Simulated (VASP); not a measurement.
An input for Quantum ESPRESSO's pw.x (written as the equivalent of a VASP run, and not itself run):

```
&CONTROL
  calculation = 'vc-relax'
  pseudo_dir = './pseudo'
  outdir = './out'
  tprnfor = .true.
  tstress = .true.
  nstep = 40
  forc_conv_thr = 0.00078
/
&SYSTEM
  ibrav = 0
  nat = 2
  ntyp = 2
  ecutwfc = 86
  occupations = 'smearing'
  smearing = 'gaussian'
  degauss = 0.003675
  input_dft = 'pbe'
/
&ELECTRONS
  conv_thr = 7.3e-08
  electron_maxstep = 100
/
&IONS
/
&CELL
  press = 50
/
ATOMIC_SPECIES
  Ca 40.078 Ca.upf
  Se 78.971 Se.upf
CELL_PARAMETERS angstrom
     0.0000000    2.9820600    2.9820600
     2.9820600    0.0000000    2.9820600
     2.9820600    2.9820600    0.0000000
ATOMIC_POSITIONS crystal
  Ca   0.0000000  0.0000000  0.0000000
  Se   0.5000000  0.5000000  0.5000000
K_POINTS automatic
  8 8 8 0 0 0
```

Q: Write the VASP files for the same calculation (PBE).

A: This is not unique; one that fits is 
### POSCAR
```
CaSe
1.0
  0.0000000000   2.9820600328   2.9820600328
  2.9820600328   0.0000000000   2.9820600328
  2.9820600328   2.9820600328   0.0000000000
Ca Se
1 1
Cartesian
  0.0000000000   0.0000000000   0.0000000000
  2.9820600328   2.9820600328   2.9820600328
```

KPOINTS:
```
Automatic mesh
0
Gamma
8 8 8
0 0 0
```

INCAR:
```
# general
SYSTEM   =  CaSe
PREC     =  Accurate
ENCUT    =  500   # plane-wave cut-off (eV)
LREAL    =  .FALSE.   # projection in real space or not
LASPH    =  .TRUE.   # aspherical one-centre terms

# electronic loop
EDIFF    =  1E-6   # SCF stop (eV)
NELM     =  100
ALGO     =  Normal   # blocked Davidson
LMAXMIX  =  4   # l cut-off of mixed one-centre charges

# smearing
ISMEAR   =  0   # Gaussian
SIGMA    =  0.05   # width (eV)

# functional
GGA      =  PE

# ions
IBRION   =  2   # conjugate gradients
NSW      =  40   # most ionic steps
ISIF     =  3   # ions, shape and volume
EDIFFG   =  -0.02
PSTRESS  =  50   # kbar

# output
LWAVE    =  .FALSE.
LCHARG   =  .FALSE.
```

POTCAR, in this order: Ca_sv Se (PBE.64 set). Program: vasp_std.

The two are equivalent in intent, not identical: the potentials are each code's own (VASP's PAW set, PseudoDojo norm-conserving files in pw.x), so ENCUT and ecutwfc are chosen apart and not converted; conv_thr bounds pw.x's estimated SCF error, while EDIFF bounds the energy change between steps; forc_conv_thr acts on force components and is met together with etot_conv_thr.

The compound is CaSe in the rock salt structure. This run relaxes it under an external pressure of 5 GPa. Symmetry was kept, so distortions that lower it aren't found.
